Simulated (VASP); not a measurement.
All values below come from PBE GGA, VASP's PBE PAW potentials (set 64) (plane waves; VASP). Each cell was relaxed at this level, without spin-orbit coupling.

**Question.** Which of these comes out without a gap?
A. Mg, P6_3/mmc (194)
B. Si, Fd-3m (227)
C. KF, Fm-3m (225)
D. AlP, F-43m (216)

**Answer.** A, Mg, P6_3/mmc (194). The others have gaps of 5.95 eV (KF, Fm-3m (225)), 0.61 eV (Si, Fd-3m (227)), 1.63 eV (AlP, F-43m (216)).
